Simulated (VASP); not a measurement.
Calculation: PBE GGA, VASP's PBE PAW potentials (set 64) (plane waves; VASP 6.6.1).

A VASP calculation is set up with these files.

File KPOINTS:
```
Automatic mesh
0
Gamma
5 5 1
0 0 0
```

### INCAR
```
SYSTEM  =  Ir16S
PREC  =  Normal; ENCUT  =  400; LREAL  =  F
LASPH  =  T
EDIFF  =  1E-6; NELM  =  100; NELMIN  =  4
ALGO  =  Normal; LMAXMIX  =  6
ISMEAR  =  1; SIGMA  =  0.1
GGA  =  PE
LWAVE  =  F; LCHARG  =  F; LORBIT  =  11
LVHAR  =  T
DIPOL  =  0.5 0.5 0.5
LDIPOL  =  T; IDIPOL  =  3
```

File POSCAR:
```
Ir16S
1
    5.4755939286     0.0000000000     0.0000000000
    0.0000000000     5.4755939286     0.0000000000
    0.0000000000     0.0000000000    19.9237900976
Ir S
16 1
Direct
  0.2500000000   0.2474981634   0.3581945725
  0.7500000000   0.2505344220   0.3580805792
  0.2500000000   0.7525018366   0.3581945725
  0.7500000000   0.7494655780   0.3580805792
  0.9997435324   0.0000000000   0.4506274485
  0.5002564676   0.0000000000   0.4506274485
  0.0011539234   0.5000000000   0.4501352402
  0.4988460766   0.5000000000   0.4501352402
  0.2500000000   0.2510231003   0.5489958890
  0.7500000000   0.2481860396   0.5495104083
  0.2500000000   0.7489768997   0.5489958890
  0.7500000000   0.7518139604   0.5495104083
  0.9893549226   0.0000000000   0.6466070657
  0.5106450774   0.0000000000   0.6466070657
  0.9978741837   0.5000000000   0.6412487326
  0.5021258163   0.5000000000   0.6412487326
  0.2500000000   0.0000000000   0.7323191276
```

POTCAR, in this order: Ir S (PBE.64 set). Program: vasp_std. Read from the step before: WAVECAR.

The resulting files:

File OUTCAR:
```
 ion  position               nearest neighbor table
   1  0.250  0.247  0.358-   5 2.67   6 2.67   7 2.67   8 2.67   3 2.71   2 2.74   2 2.74   3 2.77
  LATTYP: Found a simple tetragonal cell.
 ALAT       =     5.4755939286
 C/A-ratio  =     3.6386536981
 Subroutine PRICEL returns:
 Original cell was already a primitive cell.
 Subroutine GETGRP returns: Found  4 space group operations
The static configuration has the point symmetry C_1h.
 The point group associated with its full space group is C_2v.
The dynamic configuration has the point symmetry C_1h.
 Subroutine INISYM returns: Found  4 space group operations
 Subroutine IBZKPT returns following result:
 Found      9 irreducible k-points:

 Following reciprocal coordinates:
            Coordinates               Weight
  0.000000  0.000000  0.000000      1.000000
  0.200000  0.000000  0.000000      2.000000
  0.000000  0.200000  0.000000      2.000000
  0.400000  0.000000  0.000000      2.000000
  0.000000  0.400000  0.000000      2.000000
  0.200000  0.200000  0.000000      4.000000
  0.400000  0.200000  0.000000      4.000000
 -0.200000  0.400000  0.000000      4.000000
...
```

File OSZICAR:
```
       N       E                     dE             d eps       ncg     rms          rms(c)
DAV:   1    -0.136874101245E+03   -0.13687E+03   -0.25933E-04  2888   0.121E-01    0.785E-02
DAV:   2    -0.136875786986E+03   -0.16857E-02   -0.52014E-03  3120   0.497E-01    0.364E-01
DAV:   3    -0.136874451921E+03    0.13351E-02   -0.60649E-03  3160   0.535E-01    0.172E-01
DAV:   4    -0.136874011911E+03    0.44001E-03   -0.94456E-04  3156   0.214E-01    0.181E-02
DAV:   5    -0.136874013134E+03   -0.12228E-05   -0.58029E-05  2416   0.356E-02    0.701E-03
DAV:   6    -0.136874013338E+03   -0.20369E-06   -0.39593E-06  1524   0.139E-02
   1 F= -.13687401E+03 E0= -.13687555E+03  d E =0.460601E-02
```

OUTCAR:
```
------------------------ aborting loop because EDIFF is reached ----------------------------------------
  FORCE on cell =-STRESS in cart. coord.  units (eV):
  Direction    XX          YY          ZZ          XY          YZ          ZX
  --------------------------------------------------------------------------------------
  Total      -10.1633282    -11.7976477     -0.0989854      0.0000000      0.0000000      0.0000000
  in kB      -27.2591373    -31.6425579     -0.2654893      0.0000000      0.0000000      0.0000000
  external PRESSURE =     -19.7223948 kB  Pullay stress =       0.0000000 kB
  volume of cell :      597.36
      direct lattice vectors                 reciprocal lattice vectors
     5.475593929  0.000000000  0.000000000     0.182628590  0.000000000  0.000000000
     0.000000000  5.475593929  0.000000000     0.000000000  0.182628590  0.000000000
     0.000000000  0.000000000 19.923790098     0.000000000  0.000000000  0.050191254
 POSITION                                       TOTAL-FORCE (eV/Angst)
 -----------------------------------------------------------------------------------
      1.36890      1.35520      7.13659         0.000000     -0.003285     -0.011108
      4.10670      1.37182      7.13432         0.000000      0.003157      0.004049
      1.36890      4.12039      7.13659         0.000000      0.003285     -0.011108
      4.10670      4.10377      7.13432         0.000000     -0.003157      0.004049
      5.47419      0.00000      8.97821         0.000580      0.000000      0.008379
      2.73920      0.00000      8.97821        -0.000580      0.000000      0.008379
      0.00632      2.73780      8.96840         0.002683      0.000000      0.001987
      2.73148      2.73780      8.96840        -0.002683      0.000000      0.001987
      1.36890      1.37450     10.93808         0.000000      0.016525      0.000966
      4.10670      1.35897     10.94833         0.000000     -0.008015      0.009398
      1.36890      4.10109     10.93808         0.000000     -0.016525      0.000966
      4.10670      4.11663     10.94833         0.000000      0.008015      0.009398
      5.41731      0.00000     12.88286        -0.011002      0.000000     -0.024529
      2.79609      0.00000     12.88286         0.011002      0.000000     -0.024529
      5.46395      2.73780     12.77611        -0.002436      0.000000      0.018347
      2.74944      2.73780     12.77611         0.002436      0.000000      0.018347
      1.36890      0.00000     14.59057         0.000000      0.000000     -0.014977
 -----------------------------------------------------------------------------------
    total drift:                                0.000000      0.000000     -0.003207
  FREE ENERGIE OF THE ION-ELECTRON SYSTEM (eV)
  ---------------------------------------------------
  free  energy   TOTEN  =      -136.8740133377 eV

  energy  without entropy=     -136.8786193474  energy(sigma->0) =     -136.87554867

 total charge

# of ion       s       p       d       tot
------------------------------------------
    1        0.651   0.514   6.938   8.102
    2        0.649   0.509   6.945   8.103
    3        0.651   0.514   6.938   8.102
    4        0.649   0.509   6.945   8.103
    5        0.667   0.721   6.945   8.333
    6        0.667   0.721   6.945   8.333
    7        0.664   0.717   6.940   8.321
    8        0.664   0.717   6.940   8.321
    9        0.655   0.695   6.932   8.283
   10        0.668   0.716   6.948   8.331
   11        0.655   0.695   6.932   8.283
   12        0.668   0.716   6.948   8.331
   13        0.677   0.647   6.979   8.303
   14        0.677   0.647   6.979   8.303
   15        0.639   0.507   6.978   8.123
   16        0.639   0.507   6.978   8.123
   17        1.371   2.241   0.000   3.612
--------------------------------------------------
tot         11.909  12.291 111.209 135.409
```
(Selected blocks of OUTCAR.)

The cell is a thin slab with vacuum, built from Ir (fcc): (100) face, S adsorbed.
